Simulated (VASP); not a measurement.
Level of theory: r2SCAN meta-GGA, VASP's PBE PAW potentials (set 64) (plane waves; VASP 6.6.1).

VASP input:

INCAR:
```
SYSTEM = Tm
PREC = Accurate
ENCUT = 520
EDIFF = 1E-7
NELM = 100
ALGO = Normal
LREAL = .FALSE.
LASPH = .TRUE.
ISMEAR = -5
METAGGA = R2SCAN
LMIXTAU = .TRUE.
LMAXMIX = 6
LWAVE = .FALSE.
LCHARG = .FALSE.
LORBIT = 11
NEDOS = 601
ISIF = 2
```

POSCAR:
```
Tm
1
    1.7782139209    -3.0799569293    -0.0000000000
    1.7782139209     3.0799569293     0.0000000000
    0.0000000000     0.0000000000     5.5237619482
Tm
2
Direct
  0.3333330000   0.6666670000   0.2500000000
  0.6666670000   0.3333330000   0.7500000000
```

**KPOINTS_OPT**
```
k-points along high-symmetry lines
6
Line-mode
Reciprocal
  0.000000   0.000000   0.000000 ! GAMMA
 -0.000000   0.500000   0.000000 ! M

 -0.000000   0.500000   0.000000 ! M
 -0.333333   0.666667   0.000000 ! K

 -0.333333   0.666667   0.000000 ! K
  0.000000   0.000000   0.000000 ! GAMMA

  0.000000   0.000000   0.000000 ! GAMMA
  0.000000   0.000000   0.500000 ! A

  0.000000   0.000000   0.500000 ! A
 -0.000000   0.500000   0.500000 ! L

 -0.000000   0.500000   0.500000 ! L
 -0.333333   0.666667   0.500000 ! H

 -0.333333   0.666667   0.500000 ! H
  0.000000   0.000000   0.500000 ! A

 -0.000000   0.500000   0.500000 ! L
 -0.000000   0.500000   0.000000 ! M

 -0.333333   0.666667   0.500000 ! H
 -0.333333   0.666667   0.000000 ! K
```

### KPOINTS
```
Automatic mesh
0
Gamma
13 13 8
0 0 0
```

POTCAR, in this order: Tm_3 (PBE.64 set). Program: vasp_std.

The resulting files:

OSZICAR:
```
       N       E                     dE             d eps       ncg     rms          rms(c)
DAV:   1     0.214439774797E+01    0.21444E+01   -0.87754E+03  2738   0.136E+03
DAV:   2    -0.673635500212E+02   -0.69508E+02   -0.68576E+02  2745   0.405E+02
DAV:   3    -0.717085912402E+02   -0.43450E+01   -0.40826E+01  4393   0.620E+01
DAV:   4    -0.718331399194E+02   -0.12455E+00   -0.12143E+00  4315   0.897E+00
DAV:   5    -0.718350404339E+02   -0.19005E-02   -0.18877E-02  3837   0.933E-01    0.281E+01
DAV:   6    -0.704423646450E+02    0.13927E+01   -0.45937E-01  3255   0.958E+00    0.152E+01
DAV:   7    -0.690859711000E+02    0.13564E+01   -0.51264E-01  4220   0.782E+00    0.102E+00
DAV:   8    -0.703521479763E+02   -0.12662E+01   -0.50465E-01  3804   0.679E+00    0.281E+00
DAV:   9    -0.702402613058E+02    0.11189E+00   -0.73499E-02  2990   0.359E+00    0.756E-01
DAV:  10    -0.702378427034E+02    0.24186E-02   -0.22523E-03  4371   0.603E-01    0.785E-01
DAV:  11    -0.702479749567E+02   -0.10132E-01   -0.15172E-03  2940   0.474E-01    0.802E-01
DAV:  12    -0.702236220796E+02    0.24353E-01   -0.16614E-02  2805   0.138E+00    0.427E-01
DAV:  13    -0.702310453061E+02   -0.74232E-02   -0.36456E-03  3155   0.829E-01    0.155E-01
DAV:  14    -0.702331770077E+02   -0.21317E-02   -0.15036E-03  3001   0.472E-01    0.162E-01
DAV:  15    -0.702333692654E+02   -0.19226E-03   -0.24749E-04  3918   0.177E-01    0.160E-01
DAV:  16    -0.702333977036E+02   -0.28438E-04   -0.13433E-04  3389   0.165E-01    0.882E-02
DAV:  17    -0.702334146500E+02   -0.16946E-04   -0.46251E-05  2930   0.723E-02    0.542E-02
DAV:  18    -0.702334205279E+02   -0.58779E-05   -0.85792E-06  2950   0.288E-02    0.495E-02
DAV:  19    -0.702334257740E+02   -0.52461E-05   -0.45703E-07  3860   0.695E-03    0.481E-02
DAV:  20    -0.702334019952E+02    0.23779E-04   -0.70002E-06  2860   0.280E-02    0.332E-02
DAV:  21    -0.702334547447E+02   -0.52749E-04   -0.10712E-05  3452   0.352E-02    0.132E-02
DAV:  22    -0.702334459381E+02    0.88066E-05   -0.10940E-06  4155   0.133E-02    0.178E-02
DAV:  23    -0.702334477353E+02   -0.17972E-05   -0.54389E-08  1605   0.338E-03    0.169E-02
DAV:  24    -0.702334435842E+02    0.41511E-05   -0.40394E-06  3375   0.173E-02    0.307E-03
DAV:  25    -0.702334502234E+02   -0.66391E-05   -0.52023E-07  3887   0.894E-03    0.240E-03
DAV:  26    -0.702334489493E+02    0.12741E-05   -0.43725E-08  1525   0.245E-03    0.176E-03
DAV:  27    -0.702334523287E+02   -0.33794E-05   -0.60391E-08  1500   0.283E-03    0.606E-04
DAV:  28    -0.702334512128E+02    0.11159E-05   -0.12938E-08  1470   0.225E-03    0.324E-04
DAV:  29    -0.702334508986E+02    0.31424E-06   -0.45431E-09  1455   0.103E-03    0.372E-04
DAV:  30    -0.702334510907E+02   -0.19211E-06   -0.14695E-09  1440   0.802E-04    0.193E-04
DAV:  31    -0.702334505785E+02    0.51215E-06   -0.86228E-10  1440   0.496E-04    0.118E-04
DAV:  32    -0.702334507071E+02   -0.12860E-06   -0.37580E-10  1440   0.346E-04    0.538E-05
DAV:  33    -0.702334505023E+02    0.20482E-06   -0.28262E-10  1440   0.292E-04    0.499E-05
DAV:  34    -0.702334504373E+02    0.65020E-07   -0.97634E-11  1410   0.192E-04
   1 F= -.70233450E+02 E0= -.70233450E+02  d E =0.000000E+00
       N       E                     dE             ncg
```

File OUTCAR:
```
------------------------ aborting loop because EDIFF is reached ----------------------------------------
  FORCE on cell =-STRESS in cart. coord.  units (eV):
  Direction    XX          YY          ZZ          XY          YZ          ZX
  --------------------------------------------------------------------------------------
  Total        0.0766539      0.0766539     -0.0461110      0.0000000     -0.0000000     -0.0000000
  in kB        2.0297896      2.0297897     -1.2210177      0.0000000     -0.0000000     -0.0000000
  external PRESSURE =       0.9461872 kB  Pullay stress =       0.0000000 kB
  volume of cell :       60.51
      direct lattice vectors                 reciprocal lattice vectors
     1.778213921 -3.079956929  0.000000000     0.281181018 -0.162339932  0.000000000
     1.778213921  3.079956929  0.000000000     0.281181018  0.162339932  0.000000000
     0.000000000  0.000000000  5.523761948     0.000000000  0.000000000  0.181036042
 POSITION                                       TOTAL-FORCE (eV/Angst)
 -----------------------------------------------------------------------------------
      1.77821      1.02665      1.38094        -0.000000     -0.000000      0.000000
      1.77821     -1.02665      4.14282         0.000000      0.000000      0.000000
 -----------------------------------------------------------------------------------
    total drift:                                0.000000      0.000071     -0.000011
  FREE ENERGIE OF THE ION-ELECTRON SYSTEM (eV)
  ---------------------------------------------------
  free  energy   TOTEN  =       -70.2334504373 eV

  energy  without entropy=      -70.2334504373  energy(sigma->0) =      -70.23345044

 total charge

# of ion       s       p       d       tot
------------------------------------------
    1        0.538   6.621   1.028   8.187
    2        0.538   6.621   1.028   8.187
--------------------------------------------------
tot          1.077  13.241   2.057  16.375
```
(Selected blocks of OUTCAR.)

OUTCAR:
```
 val. band max:        2.8078691100   @ k =   0.3077   0.1538   0.2500

 cond. band min:       2.7844470668   @ k =   0.2308   0.1538   0.1250


 Fermi energy:         2.8029230919

 k-point     1 :       0.0000    0.0000    0.0000
  band No.  band energies     occupation
      1     -23.8757      2.00000
      2     -23.3834      2.00000
      3     -23.3834      2.00000
      4     -23.2881      2.00000
      5     -23.2881      2.00000
      6     -23.2521      2.00000
      7      -3.1127      2.00000
      8       0.5123      2.00000
      9       3.5961      0.00000
     10       5.0736      0.00000
     11       5.0736      0.00000
     12       5.5903      0.00000
     13       5.8708      0.00000

 k-point     2 :       0.0769    0.0000    0.0000
  band No.  band energies     occupation
      1     -23.8648      2.00000
      2     -23.4045      2.00000
      3     -23.3908      2.00000
      4     -23.3105      2.00000
      5     -23.2906      2.00000
      6     -23.2574      2.00000
      7      -2.9678      2.00000
      8       0.6526      2.00000
      9       3.4782      0.00000
     10       4.6910      0.00000
     11       5.2103      0.00000
     12       5.6745      0.00000
     13       5.8661      0.00000

 k-point     3 :       0.1538    0.0000    0.0000
  band No.  band energies     occupation
      1     -23.8334      2.00000
      2     -23.4631      2.00000
      3     -23.4107      2.00000
      4     -23.3712      2.00000
      5     -23.2982      2.00000
      6     -23.2733      2.00000
      7      -2.5474      2.00000
      8       1.0401      2.00000
      9       3.1713     -0.09972
     10       4.0550      0.00000
     11       5.2345      0.00000
     12       5.6149      0.00000
     13       5.7134      0.00000

 k-point     4 :       0.2308    0.0000    0.0000
  band No.  band energies     occupation
      1     -23.7853      2.00000
      2     -23.5463      2.00000
      3     -23.4538      2.00000
...
```

The 4f electrons are frozen in the core of the lanthanide potential, so 4f levels, which can set the real gap, and their magnetism are missing. For a metal the tetrahedron method with Blöchl corrections gives inexact stress and forces.

The compound is Tm in the hcp structure. It was relaxed first.
